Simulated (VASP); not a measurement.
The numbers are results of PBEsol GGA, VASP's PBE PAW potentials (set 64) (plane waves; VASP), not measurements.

VASP input:

File POSCAR:
```
PbS
1
   -0.0000000000     2.9458038416     2.9458038416
    2.9458038416     0.0000000000     2.9458038416
    2.9458038416     2.9458038416     0.0000000000
Pb S
1 1
Direct
  0.0000000000   0.0000000000   0.0000000000
  0.5000000000   0.5000000000   0.5000000000
```

### INCAR
```
NSW = 60   ! most ionic steps
IBRION = 2
ISIF = 3   ! ions, shape and volume
NELM = 100   ! most electronic steps
SIGMA = 0.05   ! width (eV)
LMAXMIX = 4
EDIFFG = -0.01   ! ionic stop
LWAVE = .FALSE.
EDIFF = 1E-6   ! SCF stop (eV)
ISMEAR = 0   ! Gaussian
PREC = Accurate
LREAL = .FALSE.   ! projection in real space or not
GGA = PS
SYSTEM = PbS
ENCUT = 400
LCHARG = .FALSE.
LASPH = .TRUE.
ALGO = Normal
```

KPOINTS:
```
Regular mesh
0
gamma
 7 7 7
```

POTCAR, in this order: Pb_d S (PBE.64 set). Program: vasp_std.

The run wrote:

OUTCAR:
```
 ion  position               nearest neighbor table
   1  0.000  0.000  0.000-   2 2.95   2 2.95   2 2.95   2 2.95   2 2.95   2 2.95
   2  0.500  0.500  0.500-   1 2.95   1 2.95   1 2.95   1 2.95   1 2.95   1 2.95
  LATTYP: Found a face centered cubic cell.
 ALAT       =     5.8916076832
 Subroutine PRICEL returns:
 Original cell was already a primitive cell.
 Subroutine GETGRP returns: Found 48 space group operations
The static configuration has the point symmetry O_h .
The dynamic configuration has the point symmetry O_h .
 Subroutine INISYM returns: Found 48 space group operations
 Subroutine IBZKPT returns following result:
 Found     20 irreducible k-points:

 Following reciprocal coordinates:
            Coordinates               Weight
  0.000000  0.000000  0.000000      1.000000
  0.142857  0.000000  0.000000      8.000000
  0.285714  0.000000  0.000000      8.000000
  0.428571  0.000000  0.000000      8.000000
  0.142857  0.142857  0.000000      6.000000
  0.285714  0.142857  0.000000     24.000000
  0.428571  0.142857  0.000000     24.000000
 -0.428571  0.142857  0.000000     24.000000
 -0.285714  0.142857  0.000000     24.000000
...
```

File OSZICAR:
```
       N       E                     dE             d eps       ncg     rms          rms(c)
DAV:   1     0.144791022862E+03    0.14479E+03   -0.84764E+03   574   0.126E+03
DAV:   2     0.143143000394E+01   -0.14336E+03   -0.13965E+03   602   0.327E+02
DAV:   3    -0.958650045996E+01   -0.11018E+02   -0.10970E+02   718   0.978E+01
DAV:   4    -0.983738815118E+01   -0.25089E+00   -0.25077E+00   602   0.174E+01
DAV:   5    -0.984847108930E+01   -0.11083E-01   -0.11083E-01   802   0.342E+00    0.455E+00
DAV:   6    -0.946312586916E+01    0.38535E+00   -0.11781E+00   828   0.921E+00    0.311E+00
DAV:   7    -0.945994586964E+01    0.31800E-02   -0.11655E-01   596   0.203E+00    0.166E+00
DAV:   8    -0.945978891026E+01    0.15696E-03   -0.11197E-02   662   0.131E+00    0.134E-01
DAV:   9    -0.945955869013E+01    0.23022E-03   -0.20357E-03   848   0.431E-01    0.753E-02
DAV:  10    -0.945962447515E+01   -0.65785E-04   -0.17161E-04   596   0.895E-02    0.321E-02
DAV:  11    -0.945962380032E+01    0.67483E-06   -0.21859E-05   718   0.573E-02    0.919E-03
DAV:  12    -0.945962396479E+01   -0.16447E-06   -0.14981E-06   510   0.182E-02
   1 F= -.94596240E+01 E0= -.94596240E+01  d E =-.945962E+01
       N       E                     dE             d eps       ncg     rms          rms(c)
DAV:   1    -0.946482042784E+01   -0.51966E-02   -0.16020E-01   692   0.756E+00    0.412E-01
DAV:   2    -0.946045670377E+01    0.43637E-02   -0.92820E-03   704   0.179E+00    0.143E-01
DAV:   3    -0.945976047429E+01    0.69623E-03   -0.29802E-03   698   0.100E+00    0.316E-02
DAV:   4    -0.945976041864E+01    0.55652E-07   -0.67171E-05   600   0.738E-02    0.149E-02
DAV:   5    -0.945975869879E+01    0.17199E-05   -0.77926E-06   742   0.361E-02    0.576E-03
DAV:   6    -0.945975803136E+01    0.66743E-06   -0.67028E-07   340   0.128E-02
   2 F= -.94597580E+01 E0= -.94597580E+01  d E =-.134067E-03
       N       E                     dE             d eps       ncg     rms          rms(c)
DAV:   1    -0.946003779053E+01   -0.27909E-03   -0.83301E-03   692   0.171E+00    0.943E-02
DAV:   2    -0.945980757479E+01    0.23022E-03   -0.48582E-04   686   0.412E-01    0.326E-02
DAV:   3    -0.945977204203E+01    0.35533E-04   -0.15551E-04   692   0.228E-01    0.746E-03
DAV:   4    -0.945977344908E+01   -0.14070E-05   -0.35727E-06   578   0.169E-02    0.338E-03
DAV:   5    -0.945977416907E+01   -0.71999E-06   -0.32398E-07   304   0.834E-03
   3 F= -.94597742E+01 E0= -.94597742E+01  d E =-.150204E-03
```

### OUTCAR
```
------------------------ aborting loop because EDIFF is reached ----------------------------------------
  FORCE on cell =-STRESS in cart. coord.  units (eV):
  Direction    XX          YY          ZZ          XY          YZ          ZX
  --------------------------------------------------------------------------------------
  Total       -0.0032206     -0.0032206     -0.0032206      0.0000000      0.0000000     -0.0000000
  in kB       -0.1005208     -0.1005208     -0.1005208      0.0000000      0.0000000     -0.0000000
  external PRESSURE =      -0.1005208 kB  Pullay stress =       0.0000000 kB
  volume of cell :       51.33
      direct lattice vectors                 reciprocal lattice vectors
    -0.000000000  2.949760519  2.949760519    -0.169505286  0.169505286  0.169505286
     2.949760519  0.000000000  2.949760519     0.169505286 -0.169505286  0.169505286
     2.949760519  2.949760519 -0.000000000     0.169505286  0.169505286 -0.169505286
  FREE ENERGIE OF THE ION-ELECTRON SYSTEM (eV)
  ---------------------------------------------------
  free  energy   TOTEN  =        -9.4597741691 eV

  energy  without entropy=       -9.4597741691  energy(sigma->0) =       -9.45977417

 reached required accuracy - stopping structural energy minimisation
```
(Selected blocks of OUTCAR.)

### CONTCAR
```
PbS
   1.00000000000000
    -0.0000000000000000    2.9497605190055971    2.9497605190055971
     2.9497605190055971    0.0000000000000000    2.9497605190055971
     2.9497605190055971    2.9497605190055971   -0.0000000000000000
  Pb              S
     1     1
Direct
     0.0000000000000000    0.0000000000000000    0.0000000000000000
     0.5000000000000000    0.5000000000000000    0.5000000000000000
```

The structure was generated: PbS was put into the rock salt type (Fm-3m), which need not be its known phase. This run relaxes it. Symmetry was kept, so distortions that lower it aren't found. The start is the result of an earlier pass.
